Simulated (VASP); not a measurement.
GaAs:

```
CELL_PARAMETERS angstrom
0.00000 2.82540 2.82540
2.82540 0.00000 2.82540
2.82540 2.82540 0.00000
ATOMIC_POSITIONS crystal
Ga 0.00000 0.00000 0.00000
As 0.25000 0.25000 0.25000
```

The cell was built by a generator and needn't be a form met in nature.

Program: VASP 6.6.1. Alike in all runs: potentials or basis VASP PAW PBE potentials, release 64 (Ga_d, As); cell as given; cutoff (eV) 520; smearing gaussian 0.02 eV. Hardware: 1 thread of Intel(R) Xeon(R) 6975P-C (Granite Rapids), on a shared host.

Order these runs on this cell by their wall time, lowest first.
A. task band structure; level PBE; spin non-collinear, zero start, SOC; k mesh 10 × 10 × 10
B. task band structure; level HSE06; spin off; k mesh 6 × 6 × 6; grid for exact exchange (PRECFOCK) Fast; screening parameter 0.2 1/A
C. task band structure; level PBE; spin off; k mesh 10 × 10 × 10
D. task electrostatic potential; level HSE06; spin off; k mesh 6 × 6 × 6; grid for exact exchange (PRECFOCK) Fast; screening parameter 0.2 1/A
E. task electrostatic potential; level PBE; spin off; k mesh 10 × 10 × 10

E (17 s), C (36 s), A (220 s), D (700 s), B (3700 s).
